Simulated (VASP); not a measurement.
All values below come from vdW-DF2, VASP's PBE PAW potentials (set 64) (plane waves; VASP 6.6.1).

The input files of a VASP run:

### POSCAR
```
NiO
5.245770
  0.8169402893   0.4078041314   0.4078041314
  0.4078041314   0.8169402893   0.4078041314
  0.4078041314   0.4078041314   0.8169402893
Ni O
2 2
Cartesian
  0.0000000000   0.0000000000   0.0000000000
  0.8162742761   0.8162742761   0.8162742761
  0.4081371380   0.4081371380   0.4081371380
  1.2244114141   1.2244114141   1.2244114141
```

INCAR:
```
SYSTEM = NiO
PREC = Accurate; ENCUT = 520; LREAL = .False.
LASPH = .True.; ICHARG = 11
EDIFF = 1E-7; NELM = 100; ALGO = Normal
LMAXMIX = 4
ISMEAR = 0; SIGMA = 0.05
GGA = ML; LUSE_VDW = .True.; AGGAC = 0.0
ZAB_VDW = -1.8867
MAGMOM = 1.4 -1.4 0.0 0.0
ISPIN = 2
LWAVE = .False.; LCHARG = .False.; LORBIT = 11
```

KPOINTS:
```
k-points along high-symmetry lines
12
Line-mode
Reciprocal
  0.000000   0.000000   0.000000 ! GAMMA
  0.500000   0.500000   0.500000 ! T

  0.500000   0.500000   0.500000 ! T
  0.812500   0.187500   0.500000 ! H_2

  0.500000  -0.187500   0.187500 ! H_0
  0.500000  -0.000000  -0.000000 ! L

  0.500000  -0.000000  -0.000000 ! L
  0.000000   0.000000   0.000000 ! GAMMA

  0.000000   0.000000   0.000000 ! GAMMA
  0.343750  -0.343750   0.000000 ! S_0

  0.656250   0.000000   0.343750 ! S_2
  0.500000   0.000000   0.500000 ! F

  0.500000   0.000000   0.500000 ! F
  0.000000   0.000000   0.000000 ! GAMMA
```

POTCAR, in this order: Ni O (PBE.64 set). Program: vasp_std. Read from the step before: CHGCAR.

The resulting files:

OUTCAR:
```
 ion  position               nearest neighbor table
   1  0.000  0.000  0.000-   4 2.14   4 2.14   4 2.14   3 2.14   3 2.14   3 2.14   2 3.03   2 3.03
                             2 3.03   2 3.03   2 3.03   2 3.03
   2  0.500  0.500  0.500-   3 2.14   3 2.14   3 2.14   4 2.14   4 2.14   4 2.14   1 3.03   1 3.03
                             1 3.03   1 3.03   1 3.03   1 3.03
   3  0.250  0.250  0.250-   1 2.14   1 2.14   1 2.14   2 2.14   2 2.14   2 2.14
   4  0.750  0.750  0.750-   2 2.14   2 2.14   2 2.14   1 2.14   1 2.14   1 2.14
  LATTYP: Found a trigonal (rhomboedric) cell.
 ALAT       =     5.2457696210
 COS(alpha) =     0.8326075801
 Subroutine PRICEL returns following result:
  LATTYP: Found a trigonal (rhomboedric) cell.
 ALAT       =     3.0302945918
 COS(alpha) =     0.4983688310
 Subroutine GETGRP returns: Found 12 space group operations
The static configuration has the point symmetry D_3d.
The dynamic configuration has the point symmetry D_3d.
The overall configuration has the point symmetry D_3d.
 Subroutine INISYM returns: Found 12 space group operations
   k-points           NKPTS =     84   k-points in BZ     NKDIM =     84   number of bands    NBANDS=     20
   number of dos      NEDOS =    301   number of ions     NIONS =      4
   total plane-waves  NPLWV =  64000
   dimension x,y,z NGX =    40 NGY =   40 NGZ =   40
   dimension x,y,z NGXF=    80 NGYF=   80 NGZF=   80
   ions per type =               2   2
   PREC   = accura    normal or accurate (medium, high low for compatibility)
   ISTART =      0    job   : 0-new  1-cont  2-samecut
   ICHARG =     11    charge: 1-file 2-atom 10-const
   ISPIN  =      2    spin polarized calculation?
   LNONCOLLINEAR =      F non collinear calculations
   LSORBIT =      F    spin-orbit coupling
   INIWAV =      1    electr: 0-lowe 1-rand  2-diag
   ENCUT  =  520.0 eV  38.22 Ry    6.18 a.u.   9.75  9.75  9.75*2*pi/ulx,y,z
   NELM   =    100;   NELMIN=  2; NELMDL= -5     # of ELM steps
   EDIFF  = 0.1E-06   stopping-criterion for ELM
   LREAL  =      F    real-space projection
   NLSPLINE    = F    spline interpolate recip. space projectors
   LMAXMIX     =    4 max onsite mixed and CHGCAR
   VOSKOWN=      0    Vosko Wilk Nusair interpolation
   EDIFFG = 0.1E-05   stopping-criterion for IOM
...
```

OSZICAR:
```
       N       E                     dE             d eps       ncg     rms          rms(c)
DAV:   1     0.248125426300E+03    0.24813E+03   -0.16189E+04  6752   0.212E+03
DAV:   2     0.122118050083E+02   -0.23591E+03   -0.22337E+03  7144   0.406E+02
DAV:   3    -0.125962989843E+02   -0.24808E+02   -0.23411E+02  7460   0.144E+02
DAV:   4    -0.133756746831E+02   -0.77938E+00   -0.77630E+00  7456   0.266E+01
DAV:   5    -0.133971723208E+02   -0.21498E-01   -0.21490E-01  8404   0.423E+00
DAV:   6    -0.133980184079E+02   -0.84609E-03   -0.84605E-03  8312   0.747E-01
DAV:   7    -0.133980577121E+02   -0.39304E-04   -0.39304E-04  9280   0.136E-01
DAV:   8    -0.133980585760E+02   -0.86388E-06   -0.86388E-06  7616   0.155E-02
DAV:   9    -0.133980586007E+02   -0.24712E-07   -0.24605E-07  4976   0.211E-03
   1 F= -.13398059E+02 E0= -.13398059E+02  d E =-.392461E-11  mag=     0.0000
```

File OUTCAR:
```



 magnetization (x)

# of ion       s       p       d       tot
------------------------------------------
    1       -0.003  -0.010   1.330   1.317
    2        0.003   0.010  -1.330  -1.317
    3        0.000   0.000   0.000   0.000
    4        0.000   0.000   0.000   0.000
--------------------------------------------------
tot          0.000   0.000   0.000   0.000
```
(Selected blocks of OUTCAR.)

OUTCAR:
```
 val. band max:        6.0998334897   @ k =   0.5000   0.5000   0.5000

 cond. band min:       7.3699141974   @ k =   0.2500  -0.2500   0.0000



 spin component 1

 k-point     1 :       0.0000    0.0000    0.0000
  band No.  band energies     occupation
      1     -12.6083      1.00000
      2     -11.4569      1.00000
      3      -0.4333      1.00000
      4       1.8056      1.00000
      5       1.8056      1.00000
      6       4.2529      1.00000
      7       4.2529      1.00000
      8       4.2725      1.00000
      9       4.4188      1.00000
     10       4.4189      1.00000
     11       4.5021      1.00000
     12       4.7856      1.00000
     13       4.7859      1.00000
     14       5.5054      1.00000
     15       5.5058      1.00000
     16       5.7194      1.00000
     17       8.1197      0.00000
     18       8.1204      0.00000
     19       8.2841      0.00000
     20      12.7570      0.00000

 k-point     2 :       0.0455    0.0455    0.0455
  band No.  band energies     occupation
      1     -12.6033      1.00000
      2     -11.4638      1.00000
      3      -0.4161      1.00000
      4       1.8111      1.00000
      5       1.8111      1.00000
      6       4.1851      1.00000
      7       4.1979      1.00000
      8       4.1979      1.00000
      9       4.4207      1.00000
     10       4.4207      1.00000
     11       4.5518      1.00000
     12       4.8384      1.00000
     13       4.8386      1.00000
     14       5.5060      1.00000
     15       5.5064      1.00000
     16       5.7148      1.00000
     17       8.1128      0.00000
     18       8.1135      0.00000
     19       8.3241      0.00000
     20      12.7426      0.00000

 k-point     3 :       0.0909    0.0909    0.0909
  band No.  band energies     occupation
      1     -12.5881      1.00000
      2     -11.4841      1.00000
      3      -0.3646      1.00000
      4       1.8274      1.00000
...
```

The density is held fixed in this step, so its total energy and stress have no physical meaning.

The compound is NiO in the rock salt, AFM-II order structure. It was relaxed first, which changed the volume by +8 %.
